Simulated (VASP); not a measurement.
A cell of Bi (a7) near equilibrium:

```
CELL_PARAMETERS angstrom
      4.09413    -2.26167    -0.01571
      4.09413     2.26167    -0.01571
      2.85901     0.00000     3.70180
ATOMIC_POSITIONS crystal
  Bi 0.23663 0.23663 0.23663
  Bi 0.76337 0.76337 0.76337
```

Computed with PBEsol GGA, VASP's PBE PAW potentials (set 64) (plane waves; VASP).

| run | ΔE (meV/atom) | σxx | σyy | σzz | largest shear component, with its sign (GPa) | largest force (eV/Å) |
|---|---|---|---|---|---|---|
| as it is | 0.0 | -0.02 | 0.05 | 0.04 | -0.02 | 0.003 |
| after one change | 18.8 | 0.03 | 1.23 | 0.53 | 1.81 | 0.494 |
Stress is in GPa, positive when the cell is compressed.

Name the change that produced these shifts.
A. atom 2 (Bi) moved by -0.025 Å along z
B. uniaxial strain of -1.0 % along z with the ions relaxed
C. atom 1 (Bi) moved by -0.200 Å along y
D. isotropic strain of +3.0 %

C, atom 1 (Bi) moved by -0.200 Å along y

The compound is Bi in the a7 structure.
